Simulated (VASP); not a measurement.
Data:

```xyz
2
Lattice="3.2769 0.0000 0.0000 0.0000 3.2769 0.0000 0.0000 0.0000 3.2769" Properties=species:S:1:pos:R:3 pbc="T T T"
Hf     0.0000     0.0000     0.0000
Pd     1.6385     1.6385     1.6385
```

The numbers are results of PBEsol GGA, VASP's PBE PAW potentials (set 64) (plane waves; VASP), not measurements. Numerical set-up: 400 eV cut-off, Gaussian smearing of 0.050 eV, potentials Hf_pv Pd.

Unless said otherwise, spin-orbit coupling is left out, though it shifts the bands of the heavy elements here.

**Question.** What does the run give for the band gap (along the path) with the smallest direct gap where there is one?

**Answer.** 
band gap (along the path): none (metal, semimetal or under 0.01 eV)

Total energies compare only between runs with the same potentials, cut-off and functional.

The structure comes from a computed database's HfPd entry (Pm-3m); how it stands against other phases isn't given here. It was relaxed first.
